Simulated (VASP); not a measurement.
Method: LDA (Ceperley-Alder, Perdew-Zunger), VASP's LDA PAW potentials (set 64) (plane waves; VASP).

Input for VASP

POSCAR:
```
PbO
1
    3.9443926837     0.0000000000     0.0000000000
    0.0000000000     3.9443926837    -0.0000000000
    0.0000000000    -0.0000000000     4.8878271118
Pb O
2 2
Direct
  0.5000000000   1.0000000000   0.7579538409
  0.0000000000   0.5000000000   0.2420461591
  0.5000000000   0.5000000000   0.0000000000
  1.0000000000   0.0000000000   0.0000000000
```

KPOINTS:
```
Automatic mesh
0
Gamma
8 8 7
0 0 0
```

**INCAR**
```
SYSTEM = PbO
PREC = Accurate
ENCUT = 520
EDIFF = 1E-8
NELM = 100
ALGO = Normal
LREAL = .FALSE.
LASPH = .TRUE.
ISMEAR = 0
SIGMA = 0.01
LMAXMIX = 4
LWAVE = .FALSE.
LCHARG = .FALSE.
IBRION = 8
NSW = 1
LEPSILON = .TRUE.
```

POTCAR, in this order: Pb_d O (LDA.64 set). Program: vasp_std.

Question: What will the output report for the number of irreducible k-points (NKPTS), number of bands (NBANDS), largest plane-wave count, number of space-group operations, FFT grid (NGX, NGY, NGZ)?

Answer: 
```yaml
number of irreducible k-points (NKPTS): 60
number of bands (NBANDS): 24
largest_plane_wave_count: 2075
number_of_space_group_operations: 16
FFT grid (NGX, NGY, NGZ): 30 × 30 × 36
```

The compound is PbO in the litharge structure. It was relaxed first.
